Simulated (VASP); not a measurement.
# A slab model of the (1 1 0) face of BiTe, part 4 of 4

Aim: model the (1 1 0) face of BiTe by a slab and find how far its highest filled level lies below the vacuum. The start is a cell from a database of measured crystal structures.

VASP 6.6.1; PBE; plane waves and PAW (Bi, Te).

So far. Step 3 (Surface relaxation): The run ended after 12 ionic steps, 0.142 eV below its first step, once the forces on the free atoms met EDIFFG = -0.03. Step 4 (Potential and states of the slab): The vacuum level lies 4.14 eV above the Fermi level at the upper face; the two faces differ by 0.15 eV, the step that the slab's dipole of -0.025 e·Å makes.

## (5) The slab in a field, field -0.1

A field across the slab, with the atoms held, gives the electronic response: the dipole changes linearly with the field, and the energy has a linear term from the slab's own dipole and a quadratic one from its polarisability.

Contents of INCAR:

```
SYSTEM = BiTe
PREC = Normal
ENCUT = 300
EDIFF = 1E-06
NELM = 120
ISMEAR = 0
SIGMA = 0.05
LREAL = .FALSE.
ALGO = Fast
GGA = PE
NBANDS = 37
LORBIT = 11
LWAVE = .FALSE.
LCHARG = .FALSE.
KPAR = 2
IDIPOL = 3
LDIPOL = .TRUE.
DIPOL = 0.5 0.5 0.502
EFIELD = -0.1
LVHAR = .TRUE.
```

Contents of POSCAR:

```
BiTe
1.0
    4.5749808743      0.0000000000      0.0000000000
    0.0000000000      6.4700000000      0.0000000000
    0.0000000000      0.0000000000     24.1499617486
Bi Te
5 5
Direct
    0.5000000000      0.5000000000      0.3105595000
    0.0000000000      0.0000000000      0.4052797500
    0.5000000000      0.5000000000      0.5028766435
    0.0000000000      0.0000000000      0.6020138307
    0.5000000000      0.5000000000      0.6926889584
    0.5000000000      0.0000000000      0.3105595000
    0.0000000000      0.5000000000      0.4052797500
    0.5000000000      0.0000000000      0.5003253020
    0.0000000000      0.5000000000      0.6030748546
    0.5000000000      0.0000000000      0.6860073857
```

Contents of KPOINTS:

```
Automatic mesh
0
Gamma
6 4 1
0 0 0
```

Potentials, in the order of the species: Bi and Te (PBE family, release 64).

Started as:

```console
$ mpirun -np 2 vasp_std
```

The program printed:

```text
[... set-up lines as in an earlier step ...]
 entering main loop
       N       E                     dE             d eps       ncg     rms          rms(c)
DAV:   1     0.279717167271E+03    0.27972E+03   -0.12736E+04   888   0.693E+02
DAV:   2     0.585179750121E+00   -0.27913E+03   -0.27194E+03  1278   0.148E+02
DAV:   3    -0.335351926833E+02   -0.34120E+02   -0.33652E+02  1046   0.566E+01
DAV:   4    -0.357656496661E+02   -0.22305E+01   -0.22143E+01  1416   0.152E+01
DAV:   5    -0.358057567756E+02   -0.40107E-01   -0.40024E-01  1257   0.252E+00    0.134E+01
RMM:   6    -0.492405150887E+02   -0.13435E+02   -0.17157E+01  1144   0.581E+00    0.153E+01
RMM:   7    -0.353662774930E+02    0.13874E+02   -0.62232E+00   901   0.463E+00    0.707E+00
RMM:   8    -0.350542118770E+02    0.31207E+00   -0.11331E+00  1057   0.221E+00    0.352E+00
RMM:   9    -0.348546814378E+02    0.19953E+00   -0.27196E-01  1167   0.107E+00    0.215E+00
RMM:  10    -0.348407444708E+02    0.13937E-01   -0.54531E-02  1095   0.625E-01    0.177E+00
RMM:  11    -0.347996132436E+02    0.41131E-01   -0.35090E-02  1098   0.482E-01    0.601E-01
RMM:  12    -0.347966334066E+02    0.29798E-02   -0.89907E-03  1223   0.258E-01    0.355E-01
RMM:  13    -0.347950690518E+02    0.15644E-02   -0.24970E-03  1095   0.154E-01    0.103E-01
RMM:  14    -0.347949594303E+02    0.10962E-03   -0.97971E-04  1246   0.866E-02    0.110E-01
RMM:  15    -0.347951747658E+02   -0.21534E-03   -0.35587E-04  1050   0.547E-02    0.149E-01
RMM:  16    -0.347949068014E+02    0.26796E-03   -0.19205E-04  1087   0.365E-02    0.496E-02
RMM:  17    -0.347949210251E+02   -0.14224E-04   -0.10179E-04  1145   0.236E-02    0.343E-02
RMM:  18    -0.347949341650E+02   -0.13140E-04   -0.30740E-05  1058   0.156E-02    0.779E-03
RMM:  19    -0.347949755096E+02   -0.41345E-04   -0.18920E-05  1037   0.987E-03    0.766E-03
RMM:  20    -0.347950006669E+02   -0.25157E-04   -0.72781E-06   878   0.605E-03    0.714E-03
RMM:  21    -0.347950221173E+02   -0.21450E-04   -0.32126E-06   802   0.402E-03    0.108E-02
RMM:  22    -0.347950372495E+02   -0.15132E-04   -0.25199E-06   797   0.368E-03    0.489E-03
RMM:  23    -0.347950507216E+02   -0.13472E-04   -0.56705E-07   621   0.205E-03    0.314E-03
RMM:  24    -0.347950635195E+02   -0.12798E-04   -0.44089E-07   522   0.155E-03    0.145E-03
RMM:  25    -0.347950678698E+02   -0.43503E-05   -0.17839E-07   415   0.122E-03    0.377E-04
RMM:  26    -0.347950694681E+02   -0.15982E-05   -0.92174E-08   334   0.111E-03    0.692E-04
RMM:  27    -0.347950698580E+02   -0.38990E-06   -0.34889E-08   257   0.100E-03
   1 F= -.34795070E+02 E0= -.34790380E+02  d E =-.937902E-02
```

Wall time 1.8 min (2 MPI ranks of Intel Xeon Platinum 8488C (Sapphire Rapids), shared host); peak memory 0.59 GiB; 3.6 min of CPU time.

OUTCAR, selected parts (step 5):

```text
   NELECT =      55.0000    total number of electrons

 dipolmoment           0.000000      0.000000     -0.225234 electrons x Angstroem

 E-fermi :   0.6270

 k-point     1 :       0.0000    0.0000    0.0000
  band No.  band energies     occupation
    ...
     22      -1.3799      2.00000
     23      -1.2366      2.00000
     24      -0.9173      2.00000
     25      -0.8549      2.00000
     26       0.2721      2.00000
     27       0.6892      0.07889
     28       0.8932      0.00000
     29       1.0601      0.00000
     30       1.6148      0.00000
     31       1.8456      0.00000
    ...

  Total       -4.8607323      0.5557992     -2.1066635      0.0000000      0.0000000      0.0000000
  in kB      -10.8943738      1.2457145     -4.7216713      0.0000000      0.0000000      0.0000000
  external PRESSURE =      -4.7901102 kB  Pullay stress =       0.0000000 kB

 POSITION                                       TOTAL-FORCE (eV/Angst)
 -----------------------------------------------------------------------------------
      2.28749      3.23500      7.50000         0.000000      0.000000      0.305680
      0.00000      0.00000      9.78749         0.000000      0.000000     -0.615880
      2.28749      3.23500     12.14445         0.000000      0.000000     -0.023130
      0.00000      0.00000     14.53861         0.000000      0.000000     -0.007697
      2.28749      3.23500     16.72841         0.000000      0.000000     -0.001649
      2.28749      0.00000      7.50000         0.000000      0.000000      0.595561
      0.00000      3.23500      9.78749         0.000000      0.000000     -0.261915
      2.28749      0.00000     12.08284         0.000000      0.000000     -0.006880
      0.00000      3.23500     14.56423         0.000000      0.000000      0.000015
      2.28749      0.00000     16.56705         0.000000      0.000000      0.015895
 -----------------------------------------------------------------------------------
    total drift:                                0.000000     -0.000000     -0.002204

  FREE ENERGIE OF THE ION-ELECTRON SYSTEM (eV)
  ---------------------------------------------------
  free  energy   TOTEN  =       -34.7950698580 eV

  energy  without entropy=      -34.7856908391  energy(sigma->0) =      -34.79038035

 vacuum level on the upper side and lower side of the slab         5.318         4.369

[... 8 parts as in an earlier step ...]

[... 9 further parts left out ...]
```

Numbers from this step:

```
electronic cycles       : 27
free energy (TOTEN)     : -34.80 eV
energy at zero smearing : -34.79 eV
Fermi energy            : 0.627 eV
dipole moment           : 0, 0, -0.2252 e·Å
```

The planar average of the electrostatic potential oscillates, so the rows of the table below give means over windows of 2.35 Å about each position, cut where the curve ends. Its maxima inside the range that stand out by 2 % of the span (Å: eV): 4.8: 4.13, 8.6: -0.0248, 11.0: 0.133, 13.3: 0.613, 15.5: -1.63. Its minima: 0.4: 3.74, 7.5: -11.2, 9.8: -11.6, 12.1: -11.3, 14.5: -11.7, 16.7: -11.4.

Zero at the Fermi level. The planar average of the electrostatic potential by height; means over each step:

```csv
height (Å),planar average of the electrostatic potential (eV)
1.18,3.85
3.53,4.04
5.88,2.00
8.23,-5.89
10.58,-5.93
12.93,-5.26
15.28,-7.31
17.63,-2.06
19.98,4.29
22.33,4.55
```

Force by atom:

```csv
atom,x (eV/Å),y (eV/Å),z (eV/Å),size
Bi1,0.000,0.000,0.306,0.306
Bi2,0.000,0.000,-0.616,0.616
Bi3,0.000,0.000,-0.023,0.023
Bi4,0.000,0.000,-0.008,0.008
Bi5,0.000,0.000,-0.002,0.002
Te6,0.000,0.000,0.596,0.596
Te7,0.000,0.000,-0.262,0.262
Te8,0.000,0.000,-0.007,0.007
Te9,0.000,0.000,0.000,0.000
Te10,0.000,0.000,0.016,0.016
```

Energy at zero smearing: -34.79038 eV.

## (6) The slab in a field, field 0.1

Changes to INCAR since step 5:

```diff
@@ -18,3 +18,3 @@
 DIPOL = 0.5 0.5 0.502
-EFIELD = -0.1
+EFIELD = 0.1
 LVHAR = .TRUE.
```

POSCAR is that of step 5.

KPOINTS is that of step 5.

Started as:

```console
$ mpirun -np 2 vasp_std
```

The program printed:

```text
[... set-up lines as in an earlier step ...]
 entering main loop
       N       E                     dE             d eps       ncg     rms          rms(c)
DAV:   1     0.279706971350E+03    0.27971E+03   -0.12741E+04   888   0.693E+02
DAV:   2     0.582239928235E+00   -0.27912E+03   -0.27193E+03  1302   0.148E+02
DAV:   3    -0.333288957772E+02   -0.33911E+02   -0.33444E+02  1043   0.565E+01
DAV:   4    -0.355210912350E+02   -0.21922E+01   -0.21728E+01  1406   0.151E+01
DAV:   5    -0.355620371472E+02   -0.40946E-01   -0.40842E-01  1262   0.254E+00    0.138E+01
RMM:   6    -0.441780734474E+02   -0.86160E+01   -0.10511E+01  1105   0.476E+00    0.124E+01
RMM:   7    -0.371968276445E+02    0.69812E+01   -0.55683E+00  1011   0.440E+00    0.916E+00
RMM:   8    -0.352213356519E+02    0.19755E+01   -0.10275E+00   965   0.245E+00    0.378E+00
RMM:   9    -0.348659747998E+02    0.35536E+00   -0.17698E-01  1062   0.113E+00    0.173E+00
RMM:  10    -0.347980534680E+02    0.67921E-01   -0.12166E-01  1062   0.868E-01    0.952E-01
RMM:  11    -0.347918718629E+02    0.61816E-02   -0.56487E-02  1202   0.538E-01    0.689E-01
RMM:  12    -0.347930292056E+02   -0.11573E-02   -0.61111E-03  1200   0.233E-01    0.552E-01
RMM:  13    -0.347904430006E+02    0.25862E-02   -0.35072E-03  1061   0.173E-01    0.277E-01
RMM:  14    -0.347900723399E+02    0.37066E-03   -0.10669E-03  1192   0.897E-02    0.107E-01
RMM:  15    -0.347899000340E+02    0.17231E-03   -0.43736E-04  1131   0.570E-02    0.680E-02
RMM:  16    -0.347898509406E+02    0.49093E-04   -0.46721E-04  1132   0.478E-02    0.280E-02
RMM:  17    -0.347898877137E+02   -0.36773E-04   -0.10654E-04  1297   0.262E-02    0.166E-02
RMM:  18    -0.347899199435E+02   -0.32230E-04   -0.36664E-05  1105   0.146E-02    0.229E-02
RMM:  19    -0.347899382789E+02   -0.18335E-04   -0.12902E-05  1012   0.102E-02    0.627E-03
RMM:  20    -0.347899657459E+02   -0.27467E-04   -0.12587E-05   982   0.822E-03    0.836E-03
RMM:  21    -0.347899850510E+02   -0.19305E-04   -0.33657E-06   814   0.440E-03    0.372E-03
RMM:  22    -0.347900027856E+02   -0.17735E-04   -0.29657E-06   784   0.354E-03    0.371E-03
RMM:  23    -0.347900175039E+02   -0.14718E-04   -0.10054E-06   666   0.249E-03    0.133E-03
RMM:  24    -0.347900293094E+02   -0.11805E-04   -0.39226E-07   511   0.153E-03    0.675E-04
RMM:  25    -0.347900382282E+02   -0.89188E-05   -0.25361E-07   408   0.127E-03    0.490E-04
RMM:  26    -0.347900428975E+02   -0.46693E-05   -0.18907E-07   369   0.120E-03    0.406E-04
RMM:  27    -0.347900439163E+02   -0.10188E-05   -0.71039E-08   288   0.105E-03    0.671E-04
RMM:  28    -0.347900441424E+02   -0.22609E-06   -0.29029E-08   244   0.977E-04
   1 F= -.34790044E+02 E0= -.34785375E+02  d E =-.933825E-02
```

Elapsed: 2.1 min, on 2 MPI ranks; peak memory 0.6 GiB.

OUTCAR, selected parts (step 6):

```text
   NELECT =      55.0000    total number of electrons

 dipolmoment           0.000000      0.000000      0.175052 electrons x Angstroem

 E-fermi :   0.6236

 k-point     1 :       0.0000    0.0000    0.0000
  band No.  band energies     occupation
    ...
     22      -1.3857      2.00000
     23      -1.2430      2.00000
     24      -0.9140      2.00000
     25      -0.8538      2.00000
     26       0.2689      2.00000
     27       0.6856      0.07940
     28       0.8934      0.00000
     29       1.0541      0.00000
     30       1.6157      0.00000
     31       1.8427      0.00000
    ...

  Total       -4.8503664      0.5187100     -2.1025438      0.0000000      0.0000000      0.0000000
  in kB      -10.8711407      1.1625862     -4.7124376      0.0000000      0.0000000      0.0000000
  external PRESSURE =      -4.8069974 kB  Pullay stress =       0.0000000 kB

 POSITION                                       TOTAL-FORCE (eV/Angst)
 -----------------------------------------------------------------------------------
      2.28749      3.23500      7.50000         0.000000      0.000000      0.314705
      0.00000      0.00000      9.78749         0.000000      0.000000     -0.631750
      2.28749      3.23500     12.14445         0.000000      0.000000      0.007750
      0.00000      0.00000     14.53861         0.000000      0.000000     -0.019251
      2.28749      3.23500     16.72841         0.000000      0.000000      0.010274
      2.28749      0.00000      7.50000         0.000000      0.000000      0.607024
      0.00000      3.23500      9.78749         0.000000      0.000000     -0.285186
      2.28749      0.00000     12.08284         0.000000      0.000000     -0.003473
      0.00000      3.23500     14.56423         0.000000      0.000000     -0.024313
      2.28749      0.00000     16.56705         0.000000      0.000000      0.024219
 -----------------------------------------------------------------------------------
    total drift:                                0.000000     -0.000000     -0.002149

  FREE ENERGIE OF THE ION-ELECTRON SYSTEM (eV)
  ---------------------------------------------------
  free  energy   TOTEN  =       -34.7900441424 eV

  energy  without entropy=      -34.7807058930  energy(sigma->0) =      -34.78537502

 vacuum level on the upper side and lower side of the slab         4.219         5.474

[... 8 parts as in an earlier step ...]

[... 9 further parts left out ...]
```

This step gave:

```yaml
electronic_cycles: 28
free_energy_toten: -34.79 eV
fermi_energy: 0.6236 eV
dipole_moment: 0, 0, 0.1751 e·Å
```

Zero at the Fermi level. The planar average of the electrostatic potential by height:

```csv
height (Å),planar average of the electrostatic potential (eV)
0.0,4.22
0.5,4.85
1.0,4.80
1.5,4.75
2.0,4.70
2.5,4.65
3.0,4.60
3.5,4.54
4.0,4.49
4.5,4.43
5.0,4.33
5.5,4.12
6.0,3.47
6.5,0.942
7.0,-6.74
7.5,-11.2
8.0,-7.11
8.5,-0.422
9.0,-2.87
9.5,-10.1
10.0,-10.8
10.5,-4.03
11.0,0.0384
11.5,-5.50
12.0,-11.1
12.5,-8.60
13.0,-1.28
13.5,0.0864
14.0,-6.53
14.5,-11.6
15.0,-8.45
15.5,-1.92
16.0,-5.58
16.5,-11.1
17.0,-8.79
17.5,-1.14
18.0,2.85
18.5,3.71
19.0,3.95
19.5,3.98
20.0,3.95
20.5,3.91
21.0,3.86
21.5,3.82
22.0,3.77
22.5,3.72
23.0,3.67
23.5,3.62
24.0,3.90
```

Force by atom:

```csv
atom,x (eV/Å),y (eV/Å),z (eV/Å),size
Bi1,0.000,0.000,0.315,0.315
Bi2,0.000,0.000,-0.632,0.632
Bi3,0.000,0.000,0.008,0.008
Bi4,0.000,0.000,-0.019,0.019
Bi5,0.000,0.000,0.010,0.010
Te6,0.000,0.000,0.607,0.607
Te7,0.000,0.000,-0.285,0.285
Te8,0.000,0.000,-0.003,0.003
Te9,0.000,0.000,-0.024,0.024
Te10,0.000,0.000,0.024,0.024
```

Energy at zero smearing: -34.78538 eV.

## (7) The slab in a field, field 0.2

Changes to INCAR since step 6:

```diff
@@ -18,3 +18,3 @@
 DIPOL = 0.5 0.5 0.502
-EFIELD = 0.1
+EFIELD = 0.2
 LVHAR = .TRUE.
```

POSCAR is that of step 6.

KPOINTS is that of step 6.

Started as:

```console
$ mpirun -np 2 vasp_std
```

The program printed:

```text
[... set-up lines as in an earlier step ...]
 entering main loop
       N       E                     dE             d eps       ncg     rms          rms(c)
DAV:   1     0.276811673918E+03    0.27681E+03   -0.12766E+04   888   0.694E+02
DAV:   2     0.735857206726E+00   -0.27608E+03   -0.26848E+03  1281   0.149E+02
DAV:   3    -0.342939269228E+02   -0.35030E+02   -0.34516E+02  1059   0.572E+01
DAV:   4    -0.367818492975E+02   -0.24879E+01   -0.24644E+01  1419   0.159E+01
[...]
RMM:  25    -0.348175521137E+02   -0.30558E-05   -0.13307E-07   387   0.120E-03    0.662E-04
RMM:  26    -0.348175554585E+02   -0.33448E-05   -0.22621E-07   420   0.125E-03    0.632E-04
RMM:  27    -0.348175561028E+02   -0.64429E-06   -0.58816E-08   296   0.105E-03
   1 F= -.34817556E+02 E0= -.34812891E+02  d E =-.933025E-02
```

Run time: 2 min. Hardware: 2 MPI ranks; peak memory 0.59 GiB; 4 min of CPU time.

From OUTCAR (step 7):

```text
  Total       -4.8327144      0.5149223     -2.1216239      0.0000000      0.0000000      0.0000000
  in kB      -10.8315773      1.1540970     -4.7552021      0.0000000      0.0000000      0.0000000
  external PRESSURE =      -4.8108941 kB  Pullay stress =       0.0000000 kB

 POSITION                                       TOTAL-FORCE (eV/Angst)
 -----------------------------------------------------------------------------------
      2.28749      3.23500      7.50000         0.000000      0.000000      0.317511
      0.00000      0.00000      9.78749         0.000000      0.000000     -0.639801
      2.28749      3.23500     12.14445         0.000000      0.000000      0.022979
      0.00000      0.00000     14.53861         0.000000      0.000000     -0.025137
      2.28749      3.23500     16.72841         0.000000      0.000000      0.017987
      2.28749      0.00000      7.50000         0.000000      0.000000      0.612067
      0.00000      3.23500      9.78749         0.000000      0.000000     -0.296752
      2.28749      0.00000     12.08284         0.000000      0.000000     -0.001587
      0.00000      3.23500     14.56423         0.000000      0.000000     -0.036467
      2.28749      0.00000     16.56705         0.000000      0.000000      0.029200
 -----------------------------------------------------------------------------------
    total drift:                                0.000000     -0.000000     -0.002180

  FREE ENERGIE OF THE ION-ELECTRON SYSTEM (eV)
  ---------------------------------------------------
  free  energy   TOTEN  =       -34.8175561028 eV

  energy  without entropy=      -34.8082258487  energy(sigma->0) =      -34.81289098

[... 2 parts as in an earlier step ...]

[... 1 further part left out ...]
[key lines of the parts left out:]
E-fermi :   0.6199
```

The planar average of the electrostatic potential oscillates, so the rows of the table below give means over windows of 1 Å about each position, cut where the curve ends. Its maxima inside the range that stand out by 2 % of the span (Å: eV): 0.4: 5.41, 8.6: -0.029, 11.0: 0.130, 13.3: 0.618, 15.5: -1.63, 19.1: 3.87. Its minima: 7.5: -11.2, 9.8: -11.6, 12.1: -11.3, 14.5: -11.7, 16.7: -11.4, 23.7: 3.05.

Zero at the Fermi level. Table of planar average of the electrostatic potential by height; means over each step:

```csv
height (Å),planar average of the electrostatic potential (eV)
0,5.03
1,5.30
2,5.10
3,4.90
4,4.69
5,4.42
6,3.22
7,-6.14
8,-6.62
9,-3.72
10,-9.47
11,-1.68
12,-9.67
13,-2.39
14,-6.23
15,-7.78
16,-5.84
17,-7.79
18,2.27
19,3.83
20,3.78
21,3.59
22,3.39
23,3.19
24,3.22
```

Energy at zero smearing: -34.81289 eV.

## (8) Side by side

Times are for 2 MPI ranks of Intel Xeon Platinum 8488C (Sapphire Rapids), shared host. Results by setting:

```csv
no.,field,electronic cycles,time,memory (GiB)
1,-0.1,27,1.8 min,0.59
2,0.1,28,2.1 min,0.6
3,0.2,27,2 min,0.59
```

The runs together. The planar average of the electrostatic potential by height:

```csv
height (Å),-0.1 (eV),0.1 (eV),0.2 (eV)
0.0,4.22,4.22,4.23
0.5,3.75,4.85,5.40
1.0,3.80,4.80,5.30
1.5,3.85,4.75,5.20
2.0,3.90,4.70,5.10
2.5,3.95,4.65,5.00
3.0,4.00,4.60,4.90
3.5,4.05,4.54,4.80
4.0,4.09,4.49,4.69
4.5,4.13,4.43,4.58
5.0,4.12,4.33,4.44
5.5,3.99,4.12,4.18
6.0,3.41,3.47,3.50
6.5,0.924,0.942,0.952
7.0,-6.75,-6.74,-6.74
7.5,-11.2,-11.2,-11.2
8.0,-7.10,-7.11,-7.11
8.5,-0.419,-0.422,-0.424
9.0,-2.87,-2.87,-2.87
9.5,-10.1,-10.1,-10.1
10.0,-10.8,-10.8,-10.8
10.5,-4.03,-4.03,-4.03
11.0,0.0397,0.0384,0.0374
11.5,-5.50,-5.50,-5.50
12.0,-11.1,-11.1,-11.1
12.5,-8.60,-8.60,-8.60
13.0,-1.28,-1.28,-1.27
13.5,0.0828,0.0864,0.0879
14.0,-6.53,-6.53,-6.52
14.5,-11.6,-11.6,-11.6
15.0,-8.45,-8.45,-8.45
15.5,-1.92,-1.92,-1.92
16.0,-5.59,-5.58,-5.58
16.5,-11.1,-11.1,-11.1
17.0,-8.79,-8.79,-8.79
17.5,-1.13,-1.14,-1.14
18.0,2.89,2.85,2.83
18.5,3.81,3.71,3.67
19.0,4.12,3.95,3.86
19.5,4.24,3.98,3.85
20.0,4.31,3.95,3.78
20.5,4.37,3.91,3.69
21.0,4.42,3.86,3.59
21.5,4.47,3.82,3.49
22.0,4.52,3.77,3.39
22.5,4.57,3.72,3.29
23.0,4.62,3.67,3.19
23.5,4.67,3.62,3.09
24.0,4.46,3.90,3.63
```

## (9) Derived quantities

This step: slab, PBE; plane waves and PAW (VASP 6.6.1).

This step runs nothing: it gathers the runs above.

Numbers from this step:

```yaml
surface_energy_as_cut: 0.3222 J/m²
relaxation_gain: 0.07699 J/m²
surface_energy_relaxed: 0.2452 J/m²
polarisability_per_area_of_the_slab_or_monolayer: 0.9740 Å
```

VASP counts both for electrons: a positive EFIELD is a field along -c, and a positive dipole, in electrons times A, points along -c. Field, by row:

```csv
EFIELD (eV/Å),dipole along z (e Å),energy change (eV)
-0.1,-0.2252,-0.01251
0,-0.02515,0
0.1,0.1751,-0.0075
0.2,0.3754,-0.03502
```

The surface energy as cut is the slab's energy at the first step, less 10 times the bulk energy an atom (-3.5826 eV), over twice the area of 29.60 Å².

The polarisability is the slope of the dipole against the field, as a volume for each unit of area.

## (10) Outcome

```json
{
 "surface energy, relaxed": "0.245 J/m²",
 "surface energy, as cut": "0.322 J/m²",
 "work function of the slab": "4.14 eV",
 "polarisability per area of the slab or monolayer": "0.974 Å"
}
```

**Reading.** The work function is 4.14 eV at the upper face and 4.29 eV at the lower, which was held as cut. The surface costs 0.25 J/m²; for a metal this figure can move by about 0.1 J/m² with the k mesh. Relaxing the upper layers lowers the surface energy from 0.32 to 0.25 J/m². The value as cut is the mean over both faces, and the gain of the relaxation is booked to the faces that were free. The atom that ends on top (Bi) moved outwards by 0.08 Å. Spin-orbit coupling is left out, which matters for the heavy elements here. The cell in the plane was kept as given and was not relaxed here.

[Lines on the potential files, build, host, timing and source positions are cut from VASP's logs without a mark.]

[Logs are printed without paths, hosts, clocks, repeated set-up lines and the standing remarks that a program may print on its own settings, such as how far it seeks lower states.]

[Hosts, paths, dates, database ids (printed as entryN), source tags and the programs' standing remarks are cut or masked in the printed files.]

[In band tables of VASP the shares of atoms and orbitals are scaled to a sum of 1 inside the atoms' spheres.]

[Runs that stopped without an error message from VASP are left out.]
